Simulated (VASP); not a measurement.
An input for Ansatz (written as the equivalent of a VASP run, and not itself run):

Ansatz 0.2 input:
```yaml
crystal:
  lattice:
    - [-1.4890857, 1.4890857, 1.4890857]
    - [1.4890857, -1.4890857, 1.4890857]
    - [1.4890857, 1.4890857, -1.4890857]
  atoms:
    - { symbol: V, position: [0.0000000, 0.0000000, 0.0000000] }
kpoints:
  mp_grid: { grid: [16, 16, 16] }
hamiltonian:
  xc: r2scan
  pseudopotentials: { kind: paw }
scf:
  occupations: { method: methfessel_paxton, width: 0.1 }
  max_iter: 100
output: { forces: true, stress: true, eigenvalues: true }
```

Problem. Write the VASP files for the same calculation (r2SCAN).

Solution. Several could match; the one computed here: 
KPOINTS:
```
K-points
0
G
16 16 16
0 0 0
```

INCAR:
```
SYSTEM = V
PREC = Accurate
ENCUT = 480
EDIFF = 1E-7
NELM = 100
ALGO = Normal
LREAL = .FALSE.
LASPH = .TRUE.
ISMEAR = 1
SIGMA = 0.1
METAGGA = R2SCAN
LMIXTAU = .TRUE.
LMAXMIX = 4
LWAVE = .FALSE.
LCHARG = .FALSE.
ISIF = 2
```

**POSCAR**
```
V
1
   -1.4890856504     1.4890856504     1.4890856504
    1.4890856504    -1.4890856504     1.4890856504
    1.4890856504     1.4890856504    -1.4890856504
V
1
Direct
  0.0000000000   0.0000000000   0.0000000000
```

POTCAR, in this order: V_sv (PBE.64 set). Program: vasp_std.

The two are equivalent in intent, not identical: each code has its own PAW files, so the cut-off isn't converted (ENCUT is set for VASP's; basis.ecutwfc is left out, and Ansatz then takes the one that its files recommend); Ansatz stops its SCF on the density residual and VASP on the energy change (EDIFF).

The compound is V in the bcc structure. It was relaxed first, which changed the volume by -5 %.
